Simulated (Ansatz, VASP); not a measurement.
# Bi (Bismuth): VASP beside Ansatz, part 2 of 2

One calculation is typed for both programs; each brings its own data sets and cutoff. How far apart do they land? The cell is taken from a series of VASP runs on this material, whose earlier steps may have relaxed, scaled or displaced it; both programs get it as it stands.

VASP 6.6.1 and Ansatz 0.2.0.

So far: Starting point; VASP: zone-centre phonons, r2SCAN.

## 3. Ansatz: zone-centre phonons, r2SCAN

Level of this step: Ansatz beside VASP: Kohn-Sham DFT, plane waves, r2SCAN (Ansatz).

Ansatz runs on its default PAW (the set named soft_2) files.

The same cell, functional, mesh and smearing now go to Ansatz, which takes its cutoff from its data sets.

input.yaml reads:

```yaml
crystal:
  lattice:
    - [2.2661686461, 1.3083730779, 4.1311553395]
    - [-2.2661686461, 1.3083730779, 4.1311553395]
    - [0.0, -2.6167461558, 4.1311553395]
  atoms:
    - { symbol: Bi, position: [0.7683877402, 0.7683877402, 0.7683877402] }
    - { symbol: Bi, position: [0.2316122598, 0.2316122598, 0.2316122598] }
hamiltonian:
  xc: r2scan
  pseudopotentials: { kind: paw }
kpoints:
  mp_grid: { grid: [12, 12, 12] }
scf:
  occupations: { method: methfessel_paxton, width: 0.15 }
phonons:
  method: dfpt
  qpoints: [[0, 0, 0]]
```

Started as:

```console
$ ansatz run input.yaml --threads 4 --pin off --max-ram 9216MiB --backend cpu --events-out ev --progress --plain --runs-dir out
```

Numbers of over 12 decimals in the logs are rounded to 6 here.

The program printed:

```text
Engine: ansatz 0.2.0, x86_64-unknown-linux-gnu
Pseudopotentials: kind: paw
Pseudopotential: Bi, paw, valence charge 15, recommended cutoff 500 eV (meta_gga), Bi.paw.azcp
Functional definition: r2SCAN
  parameter k0 = 0.174
  parameter k1 = 0.065
  parameter a1 = 4.9479
  exchange = r2scan_x(k0 = k0, k1 = k1, a1 = a1)
  correlation = r2scan_c
Crystal: 2 atoms, lattice volume = 73.493 Å³
Basis set: ecut = 500 eV, 1857 PW (Γ), exchange–correlation on 180×180×180 points (125 copies of the dense FFT grid, shifted against one another)
Bands: 19, of which v1, the nominal top of the filled ones, is band 15 counted from 1 (14 counted from 0)
Symmetry: 12 space group operations
k-points: 476 of 1728 (irreducible under 2 space group operations, time reversal used)
Non-local potential: Bi, projectors of the file, l = 0: 2, l = 1: 2, l = 2: 2, l = 3: 2
PAW form: soft (Blöchl's): semilocal exchange-correlation on the pseudo side does not see the compensation charge
PAW frozen core: Bi, regenerated for the run's functional (the file was generated under x = pbe(κ = 0.804, μ = 0.219515), c = pbe(β = 0.066725))
PAW one-centre angular grid: Bi, 590 points (default); XC on 160 Gauss nodes
Initial density: superposition of atomic densities (neutral atoms: chi_scale 0, normalization atom), corrected by the library's trained network
Initial wavefunctions: pseudopotential atomic-orbital guess
Functional: x = r2scan, c = r2scan; τ floored in thin density (d = 2e-4 eV/Å³)
SCF iter   1: F=—  HF=-24822.105117 eV  |F-HF|=—  |Δ(HF+E_count)|=         —  Δρ=3.47e-3  dr2=6.17e-3  dr2_τ=1.94e-3  ethr=1.77e-3  ⟨swp⟩=6.1  Hψ=42511  notcnv=0
preconditioner: auto → Kerker (q_TF=auto, 2.350 Å⁻¹)  [metal: Δε(μ)=0.026 eV  Ē_g=21.079 eV  σ=0.150 eV  W_gap=0.15  n_scr=14 (ndim 8)  ℏωp=23.7 eV  f_vac=0.007  D(μ)=0.23/eV (n_scr^D=0)]
SCF iter   2: F=—  HF=-24822.112346 eV  |F-HF|=—  |Δ(HF+E_count)|=   7.23e-3  S|Δr|=    0.00e0  Δρ=2.14e-3  dr2=2.28e-3  dr2_τ=8.58e-5  ethr=2.06e-5  ⟨swp⟩=2.9  Hψ=21656  notcnv=0
SCF iter   3: F=—  HF=-24822.113702 eV  |F-HF|=—  |Δ(HF+E_count)|=   1.36e-3  S|Δr|=    0.00e0  Δρ=4.40e-4  dr2=1.67e-4  dr2_τ=3.81e-6  ethr=7.61e-6  ⟨swp⟩=2.0  Hψ=14647  notcnv=0
SCF iter   4: F=—  HF=-24822.113794 eV  |F-HF|=—  |Δ(HF+E_count)|=   9.18e-5  S|Δr|=    0.00e0  Δρ=1.40e-4  dr2=2.63e-5  dr2_τ=3.52e-7  ethr=5.55e-7  ⟨swp⟩=2.0  Hψ=11428  notcnv=0
SCF iter   5: F=—  HF=-24822.113802 eV  |F-HF|=—  |Δ(HF+E_count)|=   8.25e-6  S|Δr|=    0.00e0  Δρ=3.39e-5  dr2=2.30e-6  dr2_τ=2.42e-8  ethr=8.76e-8  ⟨swp⟩=2.0  Hψ=11428  notcnv=0
SCF iter   6: F=—  HF=-24822.113807 eV  |F-HF|=—  |Δ(HF+E_count)|=   5.33e-6  S|Δr|=    0.00e0  Δρ=1.22e-5  dr2=1.42e-7  dr2_τ=5.71e-9  ethr=7.66e-9  ⟨swp⟩=2.0  Hψ=11428  notcnv=0
SCF iter   7: F=—  HF=-24822.113807 eV  |F-HF|=—  |Δ(HF+E_count)|=   5.45e-8  S|Δr|=    0.00e0  Δρ=3.67e-6  dr2=1.92e-8  dr2_τ=1.17e-10  ethr=4.72e-10  ⟨swp⟩=2.0  Hψ=11430  notcnv=0
SCF iter   8: F=—  HF=-24822.113807 eV  |F-HF|=—  |Δ(HF+E_count)|=   4.95e-9  S|Δr|=    0.00e0  Δρ=1.32e-6  dr2=2.88e-9  dr2_τ=1.75e-11  ethr=6.39e-11  ⟨swp⟩=2.0  Hψ=14776  notcnv=0
SCF iter   9: F=—  HF=-24822.113807 eV  |F-HF|=—  |Δ(HF+E_count)|=  5.09e-11  S|Δr|=    0.00e0  Δρ=3.75e-7  dr2=2.05e-10  dr2_τ=3.48e-12  ethr=9.60e-12  ⟨swp⟩=3.0  Hψ=16291  notcnv=0
SCF iter  10: F=—  HF=-24822.113807 eV  |F-HF|=—  |Δ(HF+E_count)|=  9.09e-11  S|Δr|=    0.00e0  Δρ=1.48e-7  dr2=1.90e-11  dr2_τ=2.38e-13  ethr=1.00e-12  ⟨swp⟩=2.0  Hψ=9902  notcnv=0
SCF iter  11: F=-24822.113807 eV  HF=-24822.113807 eV  |F-HF|=3.64e-12  |Δ(HF+E_count)|=  2.91e-11  S|Δr|=    0.00e0  Δρ=3.56e-8  dr2=7.16e-13  dr2_τ=4.85e-14  ethr=1.00e-12  ⟨swp⟩=6.0  Hψ=41678  notcnv=0
SCF 1 converged in 11 iterations: F = -24822.113807 eV  dr2 = 7.16e-13
  greatest PAW one-centre occupation: 0.986 electrons in one spin orbital (limit 2), on the Bi atom at site 1 (counted from 0), in its partial waves of l = 2
DFPT response loops at Γ: preconditioner auto → Kerker (q_TF=auto, 2.350 Å⁻¹) (partly filled bands, converged f_vac=0.008); β = 1.00, the filter's whole step (`scf.mixing.beta` (0.50) is not read by the response loops under this deck's `scf.mixing.preconditioner`; to damp them name `kerker` or `kerker_dos`, under which they read `scf.mixing.beta`, and type it under 1.00, their step now; both keys bind the ground state too); Broyden in place of MSR1
SCF converged after 11 iterations
Stability not checked: this state was not tested for a lower state beside it, because cold or Methfessel-Paxton smearing, or corrected tetrahedra, fill the levels in a way that the test cannot read (fill_not_monotonic; see scf.lower_state_search)
Free energy (F): -24822.113807 eV
Harris-Foulkes:  -24822.113807 eV  (|F-HF|=3.64e-12)
Internal energy: -24822.114095 eV  (E = F + TS)
E sigma→0 (E₀):  -24822.113879 eV
Entropy (-TS):   0.000288 eV (0.144 meV/atom)
Fermi energy:    9.059379 eV
--- Per-component energies (eV) ---
  E_band       = -255.282591
  E_kinetic    = 602.180109
  E_local      = -3194.534706  (includes V_loc(G=0)·N_el)
  E_nonlocal   = 1121.551940
  E_hartree    = 1048.777350
  E_xc         = -280.542651
  E_vxc        = -311.496474  (∫ρ·V_xc dr)
  E_paw        = -21377.910264  (= ΣΔE_a)
  E_vpaw       = -592.252209  (= ΣTr[D̂ρ^β])
  E_aug_tail   = -0.000545  (compensation charges beyond the density's cutoff)
  E_vtau       = 21.714606  (kinetic-family band-sum trace: ∫τ·v_τ [+ j·A + Jᵃ·Aᵃ] dr)
  E_ewald      = -2743.386423
  E_core_change = 1.751094  (= ΣΔE_core)
  E_smearing   = 0.000288  (= −TS)
  E_closure    = -0.000000  (closes the sum)
  Σ components = -24822.113807   (vs F -24822.113807, Δ=0.00e0)
--- Band table (eV; the first three rows and the last of 476) ---
  k-point 0: bands = [... 11 lower, 1.2598, 7.2891, 7.8357, 7.8357, 11.3739, 11.9520, 11.9520, 15.1631]
  k-point 1: bands = [... 11 lower, 1.1139, 7.3345, 7.7860, 7.8138, 11.3487, 11.6469, 11.8282, 14.8431]
  k-point 2: bands = [... 11 lower, 0.7064, 7.3947, 7.7480, 7.7582, 10.8662, 11.3126, 11.5032, 14.5086]
  k-point 475: bands = [... 11 lower, -1.0008, 8.3042, 8.3660, 8.3660, 10.0257, 10.0257, 10.0421, 16.1242]
--- Phonons (Γ-DFPT): 2 representative perturbations + reference, on 476 of 1728 k-points (Σ response iterations 16) ---
  k mesh reduced under 2 symmetry operations, with k and −k counted as one. Each operation leaves every solved perturbation unchanged. A smaller set is not considered because the functional reads the kinetic-energy density
  ASR residual: 3.745e-4 → 0.000e0 eV/Å²; symmetrization residual: 9.320e-5 eV/Å²
  ASR residual per site (eV/Å²): 3.75e-4 3.75e-4
  Γ frequencies (cm⁻¹): 0.00 0.00 0.00 86.55 86.55 114.15
  non-analytic LO–TO correction: not included (Born effective charges unavailable; polar crystals: no LO–TO splitting at Γ)
--- Phonons (arbitrary-q DFPT): 1 explicit q-point ---
  q = [0, 0, 0] (of the zone-centre solve; hermiticity 1.86e-5, symmetrization 9.33e-6): -0.00 -0.00 0.00 86.55 86.55 114.15
  sum rule: each row above includes the acoustic sum rule's correction from the zone centre's row sums; it moved no ω² by more than (0.70 cm⁻¹)²
```

Elapsed: 1.7 min, on 4 threads of Intel Xeon 6975P-C (Granite Rapids), shared host; peak memory 3.8 GiB.

Reading the cycles: dr2 is the Hartree energy of the density residual (eV), the measure of convergence; HF is the Harris–Foulkes estimate of the energy, which meets the free energy F at convergence.

## 4. Comparison

Known differences besides the potentials themselves: VASP keeps PBE cores, Ansatz makes them for the functional; the cutoff is 500 eV in Ansatz and 450 eV in VASP; VASP uses finite displacements, Ansatz perturbation theory. Total energies have different zeros and are not compared.

The two programs side by side:

```tsv
quantity	Ansatz	VASP	difference
optical mode 1 to 2 (cm⁻¹)	86.5	86.7	-0.22 %
optical mode 3 (cm⁻¹)	114.2	114.4	-0.20 %
```

Modes are paired by rising frequency and degeneracy, not by their patterns, so a pair may still set unlike modes beside each other.

## 5. Outcome

```yaml
r_m_s_difference_of_the_optical_zone_centre_modes_each_program_s_sorted_by_frequency_zone_centre_phonons_r2scan: 0.20 cm⁻¹
```

**Reading.** The r.m.s. difference of the optical zone-centre modes, each program's sorted by frequency is 0.20 cm⁻¹ (zone-centre phonons, r2SCAN). How closely two codes agree says nothing of how well the functional describes the real material.

[Lines on the potential files, build, host, timing and source positions are cut from VASP's logs without a mark.]

[Logs are printed without paths, hosts, clocks, repeated set-up lines and the standing remarks that a program may print on its own settings, such as how far it seeks lower states.]

[Hosts, paths, dates, database ids (printed as entryN), source tags and the programs' standing remarks are cut or masked in the printed files.]
